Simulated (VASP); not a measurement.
These are PBEsol GGA, VASP's PBE PAW potentials (set 64) (plane waves; VASP 6.6.1) values and carry that method's errors.

A VASP calculation is set up with these files.

**KPOINTS**
```
Automatic mesh
0
Gamma
8 8 8
0 0 0
```

**INCAR**
```
LWAVE = .False.
ISIF = 2
ISMEAR = 0
NELM = 100   # most electronic steps
ALGO = Normal
PREC = Accurate
GGA = PS
ENCUT = 600
SIGMA = 0.05   # width (eV)
LREAL = .False.   # projection in real space or not
SYSTEM = CeO2
EDIFF = 1E-7   # SCF stop (eV)
LCHARG = .False.
LMAXMIX = 6
LASPH = .True.
```

### POSCAR
```
CeO2
1
   -0.0404798079     2.6986538632     2.6986538632
    2.6986538632    -0.0404798079     2.6986538632
    2.6581740553     2.6581740553     0.0000000000
Ce O
1 2
Direct
  0.0000000000   0.0000000000   0.0000000000
  0.2500000000   0.2500000000   0.2500000000
  0.7500000000   0.7500000000   0.7500000000
```

POTCAR, in this order: Ce O (PBE.64 set). Program: vasp_std.

The resulting files:

File OUTCAR:
```
 ion  position               nearest neighbor table
   1  0.000  0.000  0.000-   3 2.31   2 2.31   3 2.31   2 2.31   3 2.36   3 2.36   2 2.36   2 2.36
  LATTYP: Found a body centered orthorhombic cell.
 ALAT       =     3.7592258002
 B/A-ratio  =     1.0304568528
 C/A-ratio  =     1.4357498095
 Subroutine PRICEL returns:
 Original cell was already a primitive cell.
 Subroutine GETGRP returns: Found  8 space group operations
The static configuration has the point symmetry D_2h.
The dynamic configuration has the point symmetry D_2h.
 Subroutine INISYM returns: Found  8 space group operations
 Subroutine IBZKPT returns following result:
 Found     95 irreducible k-points:

 Following reciprocal coordinates:
            Coordinates               Weight
  0.000000  0.000000  0.000000      1.000000
  0.125000  0.000000  0.000000      4.000000
  0.250000  0.000000  0.000000      4.000000
  0.375000  0.000000  0.000000      4.000000
  0.500000  0.000000  0.000000      2.000000
  0.125000  0.125000  0.000000      2.000000
  0.250000  0.125000  0.000000      4.000000
  0.375000  0.125000  0.000000      4.000000
  0.500000  0.125000  0.000000      4.000000
 -0.375000  0.125000  0.000000      4.000000
 -0.250000  0.125000  0.000000      4.000000
 -0.125000  0.125000  0.000000      2.000000
  0.250000  0.250000  0.000000      2.000000
  0.375000  0.250000  0.000000      4.000000
  0.500000  0.250000  0.000000      4.000000
 -0.375000  0.250000  0.000000      4.000000
 -0.250000  0.250000  0.000000      2.000000
  0.375000  0.375000  0.000000      2.000000
  0.500000  0.375000  0.000000      4.000000
 -0.375000  0.375000  0.000000      2.000000
  0.500000  0.500000  0.000000      1.000000
 -0.000000 -0.000000  0.125000      4.000000
  0.125000  0.000000  0.125000      4.000000
  0.250000  0.000000  0.125000      8.000000
  0.375000  0.000000  0.125000      8.000000
  0.500000  0.000000  0.125000      8.000000
 -0.375000  0.000000  0.125000      8.000000
 -0.250000  0.000000  0.125000      8.000000
 -0.125000 -0.000000  0.125000      8.000000
  0.250000  0.250000  0.125000      4.000000
  0.375000  0.250000  0.125000      8.000000
  0.500000  0.250000  0.125000      8.000000
 -0.375000  0.250000  0.125000      8.000000
 -0.250000  0.250000  0.125000      8.000000
 -0.125000  0.250000  0.125000      4.000000
  0.375000  0.375000  0.125000      4.000000
  0.500000  0.375000  0.125000      8.000000
 -0.375000  0.375000  0.125000      8.000000
 -0.250000  0.375000  0.125000      4.000000
  0.500000  0.500000  0.125000      4.000000
   k-points           NKPTS =     95   k-points in BZ     NKDIM =     95   number of bands    NBANDS=     16
   number of dos      NEDOS =    301   number of ions     NIONS =      3
   total plane-waves  NPLWV =  27000
   dimension x,y,z NGX =    30 NGY =   30 NGZ =   30
   dimension x,y,z NGXF=    60 NGYF=   60 NGZF=   60
   ions per type =               1   2
   PREC   = accura    normal or accurate (medium, high low for compatibility)
   ISTART =      0    job   : 0-new  1-cont  2-samecut
   ICHARG =      2    charge: 1-file 2-atom 10-const
   ISPIN  =      1    spin polarized calculation?
   LNONCOLLINEAR =      F non collinear calculations
   LSORBIT =      F    spin-orbit coupling
   INIWAV =      1    electr: 0-lowe 1-rand  2-diag
   ENCUT  =  600.0 eV  44.10 Ry    6.64 a.u.   7.62  7.62  7.51*2*pi/ulx,y,z
   NELM   =    100;   NELMIN=  2; NELMDL= -5     # of ELM steps
   EDIFF  = 0.1E-06   stopping-criterion for ELM
   LREAL  =      F    real-space projection
   NLSPLINE    = F    spline interpolate recip. space projectors
...
```

**OSZICAR**
```
       N       E                     dE             d eps       ncg     rms          rms(c)
DAV:   1     0.237744054613E+03    0.23774E+03   -0.12694E+04  3048   0.222E+03
DAV:   2     0.825034260065E+01   -0.22949E+03   -0.22074E+03  4576   0.322E+02
DAV:   3    -0.309909980831E+02   -0.39241E+02   -0.34387E+02  4000   0.154E+02
DAV:   4    -0.325589282554E+02   -0.15679E+01   -0.15677E+01  4472   0.331E+01
DAV:   5    -0.326515009316E+02   -0.92573E-01   -0.92564E-01  5184   0.697E+00    0.327E+01
DAV:   6    -0.302113123484E+02    0.24402E+01   -0.80979E+01  4528   0.583E+01    0.214E+01
DAV:   7    -0.293049277189E+02    0.90638E+00   -0.14063E+02  4576   0.120E+02    0.223E+01
DAV:   8    -0.284223546108E+02    0.88257E+00   -0.28735E+00  3672   0.192E+01    0.129E+01
DAV:   9    -0.275517823802E+02    0.87057E+00   -0.59301E+00  4600   0.205E+01    0.137E+00
DAV:  10    -0.275526047736E+02   -0.82239E-03   -0.20474E-01  5336   0.349E+00    0.102E+00
DAV:  11    -0.275506714148E+02    0.19334E-02   -0.23460E-02  4432   0.142E+00    0.125E+00
DAV:  12    -0.275455961913E+02    0.50752E-02   -0.10870E-01  4136   0.236E+00    0.854E-01
DAV:  13    -0.275423456904E+02    0.32505E-02   -0.64773E-02  4656   0.255E+00    0.529E-01
DAV:  14    -0.275422104119E+02    0.13528E-03   -0.30795E-03  4064   0.452E-01    0.346E-01
DAV:  15    -0.275418783100E+02    0.33210E-03   -0.26418E-03  4712   0.490E-01    0.563E-02
DAV:  16    -0.275418906080E+02   -0.12298E-04   -0.71538E-05  3576   0.729E-02    0.437E-02
DAV:  17    -0.275418793027E+02    0.11305E-04   -0.57299E-05  4264   0.739E-02    0.945E-03
DAV:  18    -0.275418792773E+02    0.25468E-07   -0.42131E-06  5504   0.149E-02    0.352E-03
DAV:  19    -0.275418791214E+02    0.15588E-06   -0.28010E-07  3496   0.505E-03    0.766E-04
DAV:  20    -0.275418791444E+02   -0.22960E-07   -0.73749E-08  2216   0.246E-03
   1 F= -.27541879E+02 E0= -.27541879E+02  d E =-.737100E-18
```

OUTCAR:
```
------------------------ aborting loop because EDIFF is reached ----------------------------------------
  FORCE on cell =-STRESS in cart. coord.  units (eV):
  Direction    XX          YY          ZZ          XY          YZ          ZX
  --------------------------------------------------------------------------------------
  Total        0.0615985      0.0615985      0.0298019      0.4626202      0.0000000      0.0000000
  in kB        2.5113478      2.5113478      1.2150137     18.8608549      0.0000000      0.0000000
  external PRESSURE =       2.0792365 kB  Pullay stress =       0.0000000 kB
  volume of cell :       39.30
      direct lattice vectors                 reciprocal lattice vectors
    -0.040479808  2.698653863  2.698653863    -0.182539467  0.182539467  0.185277559
     2.698653863 -0.040479808  2.698653863     0.182539467 -0.182539467  0.185277559
     2.658174055  2.658174055  0.000000000     0.188099045  0.188099045 -0.185277559
 POSITION                                       TOTAL-FORCE (eV/Angst)
 -----------------------------------------------------------------------------------
      0.00000      0.00000      0.00000         0.000000     -0.000000     -0.000000
      1.32909      1.32909      1.34933         0.000000      0.000000      0.054988
      3.98726      3.98726      4.04798        -0.000000     -0.000000     -0.054988
 -----------------------------------------------------------------------------------
    total drift:                                0.000000     -0.000000      0.000000
  FREE ENERGIE OF THE ION-ELECTRON SYSTEM (eV)
  ---------------------------------------------------
  free  energy   TOTEN  =       -27.5418791444 eV

  energy  without entropy=      -27.5418791444  energy(sigma->0) =      -27.54187914
```
(Selected blocks of OUTCAR.)

OUTCAR:
```
 val. band max:        5.3034364878   @ k =   0.2500   0.2500   0.5000

 cond. band min:       7.2644439174   @ k =   0.5000   0.0000   0.0000


 Fermi energy:         5.5896652529

 k-point     1 :       0.0000    0.0000    0.0000
  band No.  band energies     occupation
      1     -27.1077      2.00000
      2     -10.9876      2.00000
      3     -10.0884      2.00000
      4      -9.2434      2.00000
      5      -9.2345      2.00000
      6      -9.1644      2.00000
      7       1.2846      2.00000
      8       1.3058      2.00000
      9       1.3319      2.00000
     10       4.6416      2.00000
     11       4.6426      2.00000
     12       4.6491      2.00000
     13       7.5824      0.00000
     14       7.6042      0.00000
     15       7.6240      0.00000
     16       7.8742      0.00000

 k-point     2 :       0.1250    0.0000    0.0000
  band No.  band energies     occupation
      1     -27.0777      2.00000
      2     -11.5179      2.00000
      3     -10.2106      2.00000
      4      -9.2824      2.00000
      5      -9.2410      2.00000
      6      -8.6406      2.00000
      7       1.4398      2.00000
      8       1.4731      2.00000
      9       1.6881      2.00000
     10       4.5023      2.00000
     11       4.5784      2.00000
     12       4.6000      2.00000
     13       7.5662      0.00000
     14       7.5893      0.00000
     15       7.6211      0.00000
     16       7.8853      0.00000

 k-point     3 :       0.2500    0.0000    0.0000
  band No.  band energies     occupation
      1     -27.0039      2.00000
      2     -12.3374      2.00000
      3     -10.4841      2.00000
      4      -9.3739      2.00000
      5      -9.3402      2.00000
      6      -7.7319      2.00000
      7       1.7701      2.00000
      8       1.7993      2.00000
      9       2.6241      2.00000
     10       4.2503      2.00000
     11       4.4548      2.00000
     12       4.5141      2.00000
     13       7.5191      0.00000
...
```

The compound is CeO2 in the fluorite structure. This cell was strained or had an atom moved on purpose. The run is not spin-polarised, so no magnetic state was tried.
